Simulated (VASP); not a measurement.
VASP input:

### KPOINTS
```
Automatic mesh
0
Monkhorst-Pack
7 6 3
0 0 0
```

### INCAR
```
SYSTEM = NiSi2
PREC = Accurate
ENCUT = 400
EDIFF = 1E-6
NELM = 100
ALGO = Normal
LREAL = .FALSE.
LASPH = .TRUE.
ISMEAR = 1
SIGMA = 0.1
GGA = PE
LMAXMIX = 4
LWAVE = .FALSE.
LCHARG = .FALSE.
ISIF = 2
```

POSCAR:
```
NiSi2
1
    0.0000000000     2.7050000000     2.7050000000
    2.7050000000     0.0000000000     2.7050000000
    2.7050000000     2.7050000000     0.0000000000
Si Ni
2 1
Direct
  0.2500000000   0.2500000000   0.2500000000
  0.7500000000   0.7500000000   0.7500000000
  0.0000000000   0.0000000000   0.0000000000
```

POTCAR, in this order: Si Ni (PBE.64 set). Program: vasp_std.

The run wrote:

standard output:
```
 POSCAR found type information on POSCAR SiNi
 POSCAR found :  2 types and       3 ions
 Reading from existing POTCAR
 Reading from existing POTCAR
 LDA part: xc-table for (Slater+PW92), standard interpolation

 -----------------------------------------------------------------------------
|                                                                             |
|           W    W    AA    RRRRR   N    N  II  N    N   GGGG   !!!           |
|           W    W   A  A   R    R  NN   N  II  NN   N  G    G  !!!           |
|           W    W  A    A  R    R  N N  N  II  N N  N  G       !!!           |
|           W WW W  AAAAAA  RRRRR   N  N N  II  N  N N  G  GGG   !            |
|           WW  WW  A    A  R   R   N   NN  II  N   NN  G    G                |
|           W    W  A    A  R    R  N    N  II  N    N   GGGG   !!!           |
|                                                                             |
|     Your reciprocal lattice and k-lattice belong to different lattice       |
|     classes:                                                                |
|                                                                             |
|        The reciprocal lattice is body-centered cubic,                       |
|        whereas your k-lattice is triclinic.                                 |
|                                                                             |
|     Results are often still useful ...                                      |
|                                                                             |
 -----------------------------------------------------------------------------

 POSCAR, INCAR and KPOINTS ok, starting setup
 WAVECAR not read
 entering main loop
       N       E                     dE             d eps       ncg     rms          rms(c)
DAV:   1     0.619392066117E+02    0.61939E+02   -0.67426E+03  1646   0.115E+03
DAV:   2    -0.157457456571E+02   -0.77685E+02   -0.73054E+02  1703   0.229E+02
DAV:   3    -0.193226649855E+02   -0.35769E+01   -0.34874E+01  2159   0.540E+01
DAV:   4    -0.193944272265E+02   -0.71762E-01   -0.71677E-01  1911   0.749E+00
DAV:   5    -0.193963295844E+02   -0.19024E-02   -0.19021E-02  2159   0.127E+00    0.165E+01
DAV:   6    -0.241792716153E+02   -0.47829E+01   -0.54472E+01  1743   0.185E+02    0.256E+01
DAV:   7    -0.174162925229E+02    0.67630E+01   -0.16350E+01  1953   0.116E+02    0.408E+00
DAV:   8    -0.173595700701E+02    0.56722E-01   -0.23467E+00  2348   0.259E+01    0.281E+00
DAV:   9    -0.173108993260E+02    0.48671E-01   -0.34614E-01  1989   0.128E+01    0.829E-01
DAV:  10    -0.173056847876E+02    0.52145E-02   -0.25451E-02  2099   0.399E+00    0.289E-01
DAV:  11    -0.173058719950E+02   -0.18721E-03   -0.21721E-03  2314   0.641E-01    0.808E-02
DAV:  12    -0.173059019375E+02   -0.29943E-04   -0.94534E-05  2021   0.994E-02    0.256E-02
DAV:  13    -0.173059025751E+02   -0.63761E-06   -0.34271E-05  2192   0.130E-01    0.916E-03
DAV:  14    -0.173059025808E+02   -0.56637E-08   -0.41006E-06  1965   0.296E-02
   1 F= -.17305903E+02 E0= -.17305367E+02  d E =-.160700E-02
```

### OUTCAR
```
------------------------ aborting loop because EDIFF is reached ----------------------------------------
  FORCE on cell =-STRESS in cart. coord.  units (eV):
  Direction    XX          YY          ZZ          XY          YZ          ZX
  --------------------------------------------------------------------------------------
  Total        0.7024795      0.7024795      0.7024795     -0.0000000      0.0000000     -0.0000000
  in kB       28.4323285     28.4323285     28.4323285     -0.0000000      0.0000000     -0.0000000
  external PRESSURE =      28.4323285 kB  Pullay stress =       0.0000000 kB
  volume of cell :       39.59
      direct lattice vectors                 reciprocal lattice vectors
     0.000000000  2.705000000  2.705000000    -0.184842884  0.184842884  0.184842884
     2.705000000  0.000000000  2.705000000     0.184842884 -0.184842884  0.184842884
     2.705000000  2.705000000  0.000000000     0.184842884  0.184842884 -0.184842884
 POSITION                                       TOTAL-FORCE (eV/Angst)
 -----------------------------------------------------------------------------------
      1.35250      1.35250      1.35250         0.000000      0.000000     -0.000000
      4.05750      4.05750      4.05750        -0.000000     -0.000000      0.000000
      0.00000      0.00000      0.00000         0.000000      0.000000      0.000000
 -----------------------------------------------------------------------------------
    total drift:                               -0.000000     -0.000000      0.000000
  FREE ENERGIE OF THE ION-ELECTRON SYSTEM (eV)
  ---------------------------------------------------
  free  energy   TOTEN  =       -17.3059025808 eV

  energy  without entropy=      -17.3042955815  energy(sigma->0) =      -17.30536691
```
(Selected blocks of OUTCAR.)

**Question.** Read the log: what went wrong, and how is it fixed?

**Answer.** The cause: the mesh has unequal divisions along equivalent axes and breaks the lattice's symmetry. The run ends without an error. Against the sound run, the energy per atom (σ→0) rises by 0.024 eV/atom; the pressure increases by 0.47 GPa. To mend it, correct KPOINTS.
KPOINTS:
```
Automatic mesh
0
Gamma
7 7 7
0 0 0
```
The mended run (PBE GGA, plane waves, VASP's PBE PAW potentials (set 64)) converges, and its OSZICAR ends with
```
   1 F= -.17377402E+02 E0= -.17376698E+02  d E =-.211056E-02
```

The compound is NiSi2 in the fluorite structure. The cell was not relaxed at this level. The run is not spin-polarised, so no magnetic state was tried.
